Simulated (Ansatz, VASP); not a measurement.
# GeCl2 (CdI2 type (invented)) in two plane-wave programs

Wanted: the spread between two codes on one cell, functional and k mesh. The cell is generated by rule, not measured, and may not be a known phase. The cell is taken from a series of runs on this material, whose earlier steps may have relaxed, scaled, displaced or heated it; both programs get it as it stands.

Calculated with Ansatz 0.2.0; plane waves, with VASP 6.6.1 beside it; relaxation of cell and atoms at PBEsol.

### 1. The starting structure

It takes space group P-3m1 (No. 164, trigonal). The conventional cell has a = 3.848 Å, b = 3.848 Å, c = 6.280 Å, α = 90.00°, β = 90.00°, γ = 120.00°. Nearest to Ge lie 6 Cl at 2.66 Å. Cl has 3 Ge at 2.66 Å nearest. Farther neighbours and most contacts between anions are not listed.

### 2. Ansatz: relaxation of cell and atoms, PBEsol

Ansatz runs on its default PAW (the set named soft_2) files.

The relaxed volume is the usual yardstick between codes: in a stiff, nearly cubic crystal its relative difference is about their pressure difference at one cell divided by the bulk modulus.

input.yaml

```yaml
crystal:
  lattice:
    - [3.847688311, 0.0, 0.0]
    - [-1.9238441555, 3.3321958231, 0.0]
    - [0.0, 0.0, 6.2796180785]
  atoms:
    - { symbol: Ge, position: [0.0, 0.0, 0.0] }
    - { symbol: Cl, position: [0.3333333333, 0.6666666667, 0.2338318883] }
    - { symbol: Cl, position: [0.6666666667, 0.3333333333, 0.7661681117] }
kpoints:
  mp_grid: { grid: [9, 9, 6] }
hamiltonian:
  xc: pbesol
scf:
  occupations: { method: gaussian, width: 0.02 }
output:
  forces: true
  stress: true
  eigenvalues: true
relax:
  adjacent_minimum: "off"
  f_tol: 0.005
  max_steps: 80
  cell: { stress_tol: 0.05 }
```

The run is started by

```bash
ansatz run input.yaml --threads 2 --pin off --max-ram 5120MiB --backend cpu --events-out ev --progress --plain --runs-dir out
```

Numbers of over 12 decimals in the logs are rounded to 6 here.

Output:

```text
Engine: ansatz 0.2.0, aarch64-unknown-linux-gnu
Pseudopotentials: kind: paw
Pseudopotential: Ge, paw, valence charge 14, recommended cutoff 420 eV (normal), Ge.paw.azcp
Pseudopotential: Cl, paw, valence charge 7, recommended cutoff 420 eV (normal), Cl.paw.azcp
Functional definition: PBEsol
  exchange = pbesol_x
  correlation = pbesol_c
Crystal: 3 atoms, lattice volume = 80.513 Å³
Basis set: ecut = 420 eV, 1557 PW (Γ), exchange–correlation on 54×54×90 points (8 copies of the dense FFT grid, shifted against one another)
Bands: 18, of which v1, the nominal top of the filled ones, is band 14 counted from 1 (13 counted from 0)
Symmetry: 12 space group operations
Space group: P-3m1 (ITA 164), of the structure as read, at distance tolerance 4.3e-5 Å
k-points: 62 of 486
Non-local potential: Ge, projectors of the file, l = 0: 2, l = 1: 2, l = 2: 3, l = 3: 1
Non-local potential: Cl, projectors of the file, l = 0: 2, l = 1: 2, l = 2: 2
PAW form: soft (Blöchl's): semilocal exchange-correlation on the pseudo side does not see the compensation charge
PAW frozen core: Ge, regenerated for the run's functional, and the local potential with it (the file was generated under x = pbe(κ = 0.804, μ = 0.219515), c = pbe(β = 0.066725))
PAW frozen core: Cl, regenerated for the run's functional, and the local potential with it (the file was generated under x = pbe(κ = 0.804, μ = 0.219515), c = pbe(β = 0.066725))
PAW one-centre angular grid: Ge, 590 points (default); XC on 64 Gauss nodes
PAW one-centre angular grid: Cl, 110 points (default); XC on 64 Gauss nodes
Initial density: superposition of atomic densities (neutral atoms: chi_scale 0, normalization atom), corrected by the library's trained network
Initial wavefunctions: pseudopotential atomic-orbital guess
Functional: x = pbesol(κ = 0.804, μ = 0.123457), c = pbesol(β = 0.046)
SCF iter   1: F=—  HF=-6377.373457 eV  |F-HF|=—  |Δ(HF+E_count)|=         —  Δρ=3.41e-3  dr2=1.57e-2  ethr=1.77e-3  ⟨swp⟩=6.8  Hψ=5699  notcnv=0
preconditioner: auto → Resta (q_TF=auto, 2.288 Å⁻¹)  ε∞=3.8  [insulator: Δε(μ)=2.299 eV  Ē_g=10.541 eV  σ=0.020 eV  W_gap=1.00  n_scr=22 (ndim 8)  ℏωp=17.6 eV  f_vac=0.149  D(μ)=0.00/eV (n_scr^D=0)  ε∞_Penn≈3.8]
SCF iter   2: F=—  HF=-6377.369020 eV  |F-HF|=—  |Δ(HF+E_count)|=   4.44e-3  Δρ=1.18e-3  dr2=1.37e-3  ethr=5.59e-5  ⟨swp⟩=2.6  Hψ=2250  notcnv=0
SCF iter   3: F=—  HF=-6377.369043 eV  |F-HF|=—  |Δ(HF+E_count)|=   2.30e-5  Δρ=3.83e-4  dr2=9.49e-5  ethr=4.89e-6  ⟨swp⟩=2.8  Hψ=2065  notcnv=0
SCF iter   4: F=—  HF=-6377.369147 eV  |F-HF|=—  |Δ(HF+E_count)|=   1.03e-4  Δρ=1.32e-4  dr2=1.31e-5  ethr=3.39e-7  ⟨swp⟩=2.0  Hψ=2040  notcnv=0
SCF iter   5: F=—  HF=-6377.369151 eV  |F-HF|=—  |Δ(HF+E_count)|=   4.41e-6  Δρ=4.13e-5  dr2=2.42e-6  ethr=4.69e-8  ⟨swp⟩=2.0  Hψ=1984  notcnv=0
SCF iter   6: F=—  HF=-6377.369156 eV  |F-HF|=—  |Δ(HF+E_count)|=   5.51e-6  Δρ=1.43e-5  dr2=2.70e-7  ethr=8.66e-9  ⟨swp⟩=2.0  Hψ=1611  notcnv=0
SCF iter   7: F=-6377.369157 eV  HF=-6377.369157 eV  |F-HF|=2.98e-8  |Δ(HF+E_count)|=   1.87e-7  Δρ=3.61e-6  dr2=2.62e-8  ethr=3.57e-10  ⟨swp⟩=5.6  Hψ=4627  notcnv=0
SCF 1 converged in 7 iterations: F = -6377.369157 eV  dr2 = 2.62e-8
  greatest PAW one-centre occupation: 0.999 electrons in one spin orbital (limit 2), on the Ge atom at site 0 (counted from 0), in its partial waves of l = 2
relax step   1: F+E_penalty+E_count = -6377.36915668 eV  Δ(F+E_penalty+E_count) = +0.000e0 eV  max|allowed force component| = 7.138e-3 eV/Å  Δτ_max = 0.0000 Å  P = +0.077 GPa  Ω = 80.513 Å³  (7 SCF iters, dr2 threshold 1.00e-7 eV, accepted)
[...]
relax step   2: F+E_penalty+E_count = -6377.36919258 eV  Δ(F+E_penalty+E_count) = -3.590e-5 eV  max|allowed force component| = 3.186e-3 eV/Å  Δτ_max = 0.0002 Å  P = -0.007 GPa  Ω = 80.681 Å³  energy of the carried Pulay correction = -8.383e-6 eV  (5 SCF iters, dr2 threshold 2.11e-8 eV, accepted)
[...]
relax step   3: F+E_penalty+E_count = -6377.36920031 eV  Δ(F+E_penalty+E_count) = -7.740e-6 eV  max|allowed force component| = 3.183e-3 eV/Å  Δτ_max = 0.0000 Å  P = -0.007 GPa  Ω = 80.681 Å³  stress off target by 1.51e-2 GPa  SCF on the basis re-selected at this cell (its energy is not comparable with the rows above)  (7 SCF iters)
basis re-selected at this cell: Δ(F+E_penalty+E_count) = -7.740e-6 eV, ΔP = +0.000 GPa vs the last step (what re-selecting the basis moved, of the pressure what is left beyond the Pulay correction that the steps carried, after the strain that the cell walked since its last selection, with what the two solves' SCF thresholds leave and, on support functions, any second-order correction that the steps lacked; it is no m [...]
SCF converged after 7 iterations
Free energy (F): -6377.369200 eV
Harris-Foulkes:  -6377.369200 eV  (|F-HF|=1.73e-11)
Internal energy: -6377.369200 eV  (E = F + TS)
E sigma→0 (E₀):  -6377.369200 eV
Fermi energy:    3.966657 eV
--- Per-component energies (eV) ---
  E_band       = -261.023485
  E_kinetic    = 428.570371
  E_local      = -3625.376803  (includes V_loc(G=0)·N_el)
  E_nonlocal   = 470.894839
  E_hartree    = 1531.110315
  E_xc         = -285.491882
  E_vxc        = -305.204638  (∫ρ·V_xc dr)
  E_paw        = -3254.090329  (= ΣΔE_a)
  E_vpaw       = -292.128474  (= ΣTr[D̂ρ^β])
  E_aug_tail   = 0.000530  (compensation charges beyond the density's cutoff)
  E_ewald      = -1644.061042
  E_core_change = 1.074800  (= ΣΔE_core)
  E_smearing   = -0.000000  (= −TS)
  E_closure    = 0.000000  (closes the sum)
  Σ components = -6377.369200   (vs F -6377.369200, Δ=0.00e0)
--- Forces (eV/Å), atoms counted from 1 ---
  atom   1  Ge     0.00000000    -0.00000000     0.00000000
  atom   2  Cl     0.00000000     0.00000000    -0.00318290
  atom   3  Cl     0.00000000    -0.00000000     0.00318290
  max |Σ_I F_I| component: 3.70e-17 eV/Å
--- Stress (GPa, compression-positive) ---
       -0.002706       0.000000       0.000000
       -0.000000      -0.002706       0.000000
        0.000000       0.000000      -0.015081
  P = ⅓ Tr σ = -0.0068 GPa (-0.068 kbar)
--- Band table (eV; the first three rows and the last of 62) ---
  k-point 0: bands = [... 10 lower, 0.7964, 0.7964, 1.1278, 1.7323, 5.2798, 6.7372, 6.7372, 10.3310]
  k-point 1: bands = [... 10 lower, 0.8124, 0.8124, 0.8677, 1.9784, 5.2468, 6.7198, 6.7198, 10.4768]
  k-point 2: bands = [... 10 lower, 0.7203, 0.8337, 0.8337, 2.2817, 5.1784, 6.6855, 6.6855, 10.8581]
  k-point 61: bands = [... 10 lower, -0.8136, 0.8914, 0.8914, 2.7903, 7.0634, 7.0634, 7.7463, 11.6832]
--- Relaxed structure (2 steps of the walk, 2 accepted, 1 SCFs on fresh bases) ---
  F+E_penalty+E_count = -6377.36920031 eV   max|allowed force component| = 3.183e-3 eV/Å   (the final SCF, on the basis selected at the relaxed cell)
  cell:  # Å, volume = 80.6815 Å³
    - [3.851464, 0, 4.76487236583302e-19]
    - [-1.925732, 3.335465, -2.38243618291651e-19]
    - [7.776507926851788e-19, 0.0, 6.280461]
  atoms:
    - { symbol: Ge, position: [0, 0, 0] }
    - { symbol: Cl, position: [0.333333, 0.666667, 0.233798] }
    - { symbol: Cl, position: [0.666667, 0.333333, 0.766202] }
```

Reading the cycles: dr2 is the Hartree energy of the density residual (eV), the measure of convergence; HF is the Harris–Foulkes estimate of the energy, which meets the free energy F at convergence.

### 3. VASP: relaxation of cell and atoms, PBEsol

The same cell, functional, mesh and smearing now go to VASP, with its own data sets.

Lines of VASP's logs that name or quote its potential files are left out, and so is its time.

INCAR

```
SYSTEM = GeCl2
PREC = Accurate
ENCUT = 500
EDIFF = 1E-07
NELM = 120
ISMEAR = 0
SIGMA = 0.02
LREAL = .FALSE.
ALGO = Normal
GGA = PS
NBANDS = 20
LORBIT = 11
LWAVE = .FALSE.
LCHARG = .FALSE.
ISIF = 3
IBRION = 2
NSW = 80
EDIFFG = -0.005
LASPH = .TRUE.
GGA_COMPAT = .FALSE.
NELMIN = 4
EFERMI = MIDGAP
KPAR = 2
```

POSCAR

```
GeCl2
1.0
    3.8476880000      0.0000000000      0.0000000000
   -1.9238440000      3.3321960000      0.0000000000
    0.0000000000      0.0000000000      6.2796180000
Ge Cl
1 2
Direct
    0.0000000000      0.0000000000      0.0000000000
    0.3333333333      0.6666666667      0.2338318987
    0.6666666667      0.3333333333      0.7661681013
```

KPOINTS

```
Automatic mesh
0
Gamma
9 9 6
0 0 0
```

The projector-augmented-wave data sets are Ge_d and Cl (PBE family, release 64).

The run is started by

```bash
mpirun -np 2 vasp_std
```

Output:

```text
[banner, memory and clock lines left out]
running    2 mpi-ranks, on    1 nodes
 distrk:  each k-point on    1 cores,    2 groups
 distr:  one band on    1 cores,    1 groups

 POSCAR found type information on POSCAR GeCl
 POSCAR found :  2 types and       3 ions
|                                                                             |
|               ----> ADVICE to this user running VASP <----                  |
|                                                                             |
|     You enforced a specific xc type in the INCAR file but a different       |
|     [... a line on the potential file left out ...]
|     I HOPE YOU KNOW WHAT YOU ARE DOING!                                     |
|                                                                             |

 LDA part: xc-table for (Slater+PW92), standard interpolation
 POSCAR, INCAR and KPOINTS ok, starting setup
 FFT: planning ... GRIDC
 FFT: planning ... GRID_SOFT
 FFT: planning ... GRID
 WAVECAR not read
 entering main loop
       N       E                     dE             d eps       ncg     rms          rms(c)
DAV:   1     0.240513025152E+03    0.24051E+03   -0.13385E+04  2968   0.233E+03
DAV:   2     0.211988144478E+02   -0.21931E+03   -0.20897E+03  2912   0.603E+02
DAV:   3    -0.101440208063E+02   -0.31343E+02   -0.31050E+02  2932   0.137E+02
DAV:   4    -0.114263114281E+02   -0.12823E+01   -0.12805E+01  2924   0.323E+01
DAV:   5    -0.114643537479E+02   -0.38042E-01   -0.38040E-01  3336   0.564E+00    0.607E+00
DAV:   6    -0.111789974907E+02    0.28536E+00   -0.83651E-01  3348   0.634E+00    0.366E+00
DAV:   7    -0.111768797777E+02    0.21177E-02   -0.14978E-01  3212   0.202E+00    0.156E+00
DAV:   8    -0.111783719379E+02   -0.14922E-02   -0.21221E-02  3268   0.147E+00    0.117E-01
DAV:   9    -0.111781091075E+02    0.26283E-03   -0.27492E-03  3496   0.473E-01    0.899E-02
DAV:  10    -0.111782265102E+02   -0.11740E-03   -0.24987E-04  2748   0.104E-01    0.424E-02
DAV:  11    -0.111782552466E+02   -0.28736E-04   -0.33356E-05  2804   0.426E-02    0.102E-02
DAV:  12    -0.111782570019E+02   -0.17554E-05   -0.54592E-06  3068   0.130E-02    0.598E-03
DAV:  13    -0.111782573615E+02   -0.35957E-06   -0.81989E-07  2756   0.727E-03    0.240E-03
DAV:  14    -0.111782573260E+02    0.35476E-07   -0.15797E-07  2296   0.265E-03
   1 F= -.11178257E+02 E0= -.11178257E+02  d E =-.111783E+02
[... from here on, the cycles between the ionic steps are left out ...]
   2 F= -.11178275E+02 E0= -.11178275E+02  d E =-.175107E-04
   3 F= -.11178276E+02 E0= -.11178276E+02  d E =-.183780E-04
   4 F= -.11178292E+02 E0= -.11178292E+02  d E =-.165249E-04
   5 F= -.11178339E+02 E0= -.11178339E+02  d E =-.628993E-04
   6 F= -.11178416E+02 E0= -.11178416E+02  d E =-.140254E-03
   7 F= -.11178509E+02 E0= -.11178509E+02  d E =-.233708E-03
   8 F= -.11178510E+02 E0= -.11178510E+02  d E =-.259977E-06
 trial-energy change:   -0.000000  1 .order    0.000002   -0.000091    0.000096
 step:   1.0590(harm=  1.0152)  dis= 0.00046  next Energy=   -11.178533 (dE=-0.235E-04)
 bond charge predicted
       N       E                     dE             d eps       ncg     rms          rms(c)
DAV:   1    -0.111792863128E+02   -0.77662E-03   -0.13515E-02  3192   0.148E+00    0.167E-01
DAV:   2    -0.111786984567E+02    0.58786E-03   -0.10408E-03  3236   0.378E-01    0.731E-02
DAV:   3    -0.111785523602E+02    0.14610E-03   -0.30288E-04  3232   0.210E-01    0.341E-02
DAV:   4    -0.111785385561E+02    0.13804E-04   -0.18044E-05  3208   0.332E-02    0.200E-02
DAV:   5    -0.111785335919E+02    0.49642E-05   -0.33942E-06  2784   0.163E-02    0.351E-03
DAV:   6    -0.111785333162E+02    0.27565E-06   -0.42619E-07  2708   0.737E-03    0.108E-03
DAV:   7    -0.111785332234E+02    0.92808E-07   -0.34490E-08  1512   0.138E-03
   9 F= -.11178533E+02 E0= -.11178533E+02  d E =-.238116E-04
 curvature:  -0.90 expect dE=-0.341E-05 dE for cont linesearch -0.711E-06
 trial: gam= 0.00000 g(F)=  0.172E-05 g(S)=  0.208E-05 ort =-0.784E-05 (trialstep = 0.188E+01)
 search vector abs. value=  0.380E-05
 reached required accuracy - stopping structural energy minimisation
```

From OUTCAR (step 3):

```text
ion  position               nearest neighbor table
   1  0.000  0.000  0.000-   2 2.66   3 2.66   3 2.66   2 2.66   3 2.66   2 2.66
   2  0.333  0.667  0.234-   1 2.66   1 2.66   1 2.66
   3  0.667  0.333  0.766-   1 2.66   1 2.66   1 2.66

  LATTYP: Found a hexagonal cell.
 ALAT       =     3.8476880000
 C/A-ratio  =     1.6320496880

 Subroutine GETGRP returns: Found 12 space group operations
 (whereof 12 operations were pure point group operations)

The static configuration has the point symmetry D_3d.

 Found     62 irreducible k-points:

   k-points           NKPTS =     62   k-points in BZ     NKDIM =     62   number of bands    NBANDS=     20

   dimension x,y,z NGX =    28 NGY =   28 NGZ =   48
   dimension x,y,z NGXF=    56 NGYF=   56 NGZF=   96

   ENCUT  =  500.0 eV  36.75 Ry    6.06 a.u.   7.02  7.02 11.45*2*pi/ulx,y,z

   NELECT =      28.0000    total number of electrons

 k-points in reciprocal lattice and weights: Automatic mesh
   0.00000000  0.00000000  0.00000000       0.002
   0.11111111  0.00000000  0.00000000       0.012
   0.22222222  0.00000000  0.00000000       0.012
   0.33333333  0.00000000  0.00000000       0.012
   0.44444444  0.00000000  0.00000000       0.012
   0.11111111  0.11111111  0.00000000       0.012
   0.22222222  0.11111111  0.00000000       0.025
   0.33333333  0.11111111  0.00000000       0.025
   0.44444444  0.11111111  0.00000000       0.012
[...]
0.33333333  0.22222222  0.50000000       0.025
   0.33333333  0.33333333  0.50000000       0.004

 average (electrostatic) potential at core
       1 -77.1889       2 -93.7449       3 -93.7449

 E-fermi :   2.3149

 k-point     1 :       0.0000    0.0000    0.0000
  band No.  band energies     occupation
    ...
     10      -0.9091      2.00000
     11      -0.8699      2.00000
     12      -0.8699      2.00000
     13      -0.5139      2.00000
     14       0.0576      2.00000
     15       3.6335      0.00000
     16       5.0967      0.00000
     17       5.0967      0.00000
     18       8.7489      0.00000
     19      10.5687      0.00000
    ...

 k-point     2 :       0.1111    0.0000    0.0000
  band No.  band energies     occupation
    ...
     10      -1.1952      2.00000
     11      -1.1036      2.00000
     12      -0.7206      2.00000
     13      -0.5291      2.00000
     14       0.5541      2.00000
     15       4.0009      0.00000
     16       4.8875      0.00000
     17       5.2200      0.00000
     18       9.1334      0.00000
     19       9.8653      0.00000
    ...

 k-point     3 :       0.2222    0.0000    0.0000
  band No.  band energies     occupation
    ...
     10      -1.6321      2.00000
     11      -1.5505      2.00000
     12      -0.6927      2.00000
     13      -0.5988      2.00000
     14       0.9025      2.00000
     15       4.3109      0.00000
     16       5.2057      0.00000
     17       5.4782      0.00000
     18       8.7696      0.00000
     19       9.6440      0.00000
    ...

  Total        0.0065271      0.0065271      0.0066562      0.0000000      0.0000000      0.0000000
  in kB        0.1311957      0.1311957      0.1337902      0.0000000      0.0000000      0.0000000
  external PRESSURE =       0.1320605 kB  Pullay stress =       0.0000000 kB

  energy-cutoff  :      500.00
  volume of cell :       79.71
      direct lattice vectors                 reciprocal lattice vectors
     3.848978775  0.000000000  0.000000000     0.259809175  0.150000877  0.000000000
    -1.924489387  3.333313844  0.000000000    -0.000000000  0.300001754  0.000000000
     0.000000000  0.000000000  6.212863162     0.000000000 -0.000000000  0.160956386

 POSITION                                       TOTAL-FORCE (eV/Angst)
 -----------------------------------------------------------------------------------
     -0.00000      0.00000      0.00000        -0.000000      0.000000      0.000000
     -0.00000      2.22221      1.46882        -0.000000     -0.000000      0.004222
      1.92449      1.11110      4.74404         0.000000      0.000000     -0.004222
 -----------------------------------------------------------------------------------
    total drift:                               -0.000000     -0.000000      0.000000

  FREE ENERGIE OF THE ION-ELECTRON SYSTEM (eV)
  ---------------------------------------------------
  free  energy   TOTEN  =       -11.1785332234 eV

  energy  without entropy=      -11.1785332234  energy(sigma->0) =      -11.17853322

 reached required accuracy - stopping structural energy minimisation

 total charge
# of ion       s       p       d       tot
------------------------------------------
    1        1.440   0.533  10.032  12.006
    2        1.599   3.452   0.000   5.051
    3        1.599   3.452   0.000   5.051
--------------------------------------------------
tot          4.638   7.436  10.032  22.107

[... 3 further parts left out ...]
```

The run keeps the 12 symmetry operations of its start, so it cannot find a distortion of lower symmetry.

### 4. Comparison

Known differences besides the potentials themselves: the cutoff is 420 eV in Ansatz and 500 eV in VASP; Ansatz makes its cores anew for this functional, VASP keeps those of its PBE data sets; Ansatz adds a Pulay correction to the stress that steers its cell, VASP none. Total energies have different zeros and are not compared.

The two programs side by side:

```csv
quantity,Ansatz,VASP,difference
volume (Å³),80.68,79.71,+1.22 %
"edge a after relaxation, in the typed setting (Å)",3.852,3.849,+0.06 %
"edge c after relaxation, in the typed setting (Å)",6.280,6.213,+1.09 %
```

### 5. Summary of results

| Property | Result |
| --- | --- |
| difference in volume (relaxation of cell and atoms, PBEsol) | 1.2 % |

**Reading.** The difference in volume is 1.2 % (relaxation of cell and atoms, PBEsol), at about the 1.2 % picked in this series as the mark of a large difference, as far as the stopping tolerances let one tell. What causes the difference of the relaxation of cell and atoms, PBEsol pair stays open here. 1 further run of this series is not shown here. How closely two codes agree says nothing of how well the functional describes the real material.

[Lines on the potential files, build, host, timing and source positions are cut from VASP's logs without a mark.]

[Logs are printed without paths, hosts, clocks, repeated set-up lines and the standing remarks that a program may print on its own settings, such as how far it seeks lower states.]

[Hosts, paths, dates, database ids (printed as entryN), source tags and the programs' standing remarks are cut or masked in the printed files.]
